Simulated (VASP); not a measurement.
VASP input:

File POSCAR:
```
PtAl2
1.0
  0.0000000000   2.9713969636   2.9713969636
  2.9713969636   0.0000000000   2.9713969636
  2.9713969636   2.9713969636   0.0000000000
Al Pt
2 1
Cartesian
  1.4856984818   1.4856984818   1.4856984818
  4.4570954454   4.4570954454   4.4570954454
  0.0000000000   0.0000000000   0.0000000000
```

### INCAR
```
GGA = PE   ! PBE
ALGO = Normal   ! blocked Davidson
LREAL = .False.   ! projection in real space or not
SIGMA = 0.1   ! width (eV)
LASPH = .True.
NSW = 60
LCHARG = .False.
EDIFF = 1E-6   ! SCF stop (eV)
PREC = Accurate
LMAXMIX = 6   ! l cut-off of mixed one-centre charges
SYSTEM = PtAl2
LWAVE = .False.
ENCUT = 400   ! plane-wave cut-off (eV)
IBRION = 2
ISIF = 3
EDIFFG = -0.02
ISMEAR = 1   ! Methfessel-Paxton
NELM = 100
```

KPOINTS:
```
kpoints
0
gamma
 8 8 8
```

POTCAR, in this order: Al Pt (PBE.64 set). Program: vasp_std.

Question: Write an equivalent input for Quantum ESPRESSO's pw.x.

Answer: One equivalent input (not run):
```
&CONTROL
  calculation = 'vc-relax'
  pseudo_dir = './pseudo'
  outdir = './out'
  tprnfor = .true.
  tstress = .true.
  nstep = 60
  forc_conv_thr = 0.00078
/
&SYSTEM
  ibrav = 0
  nat = 3
  ntyp = 2
  ecutwfc = 84
  occupations = 'smearing'
  smearing = 'methfessel-paxton'
  degauss = 0.00735
  input_dft = 'pbe'
/
&ELECTRONS
  conv_thr = 7.3e-08
  electron_maxstep = 100
/
&IONS
/
&CELL
/
ATOMIC_SPECIES
  Al 26.982 Al.upf
  Pt 195.084 Pt.upf
CELL_PARAMETERS angstrom
    -0.0000000    2.9713970    2.9713970
     2.9713970    0.0000000    2.9713970
     2.9713970    2.9713970    0.0000000
ATOMIC_POSITIONS crystal
  Al   0.2500000  0.2500000  0.2500000
  Al   0.7500000  0.7500000  0.7500000
  Pt   0.0000000  0.0000000  0.0000000
K_POINTS automatic
  8 8 8 0 0 0
```
Limits of the translation: the potentials are each code's own (VASP's PAW set, PseudoDojo norm-conserving files in pw.x), so ENCUT and ecutwfc are chosen apart and not converted; conv_thr bounds pw.x's estimated SCF error, while EDIFF bounds the energy change between steps; forc_conv_thr acts on force components and is met together with etot_conv_thr.

The compound is PtAl2 in the fluorite structure. It was relaxed first. The start is the result of an earlier pass.
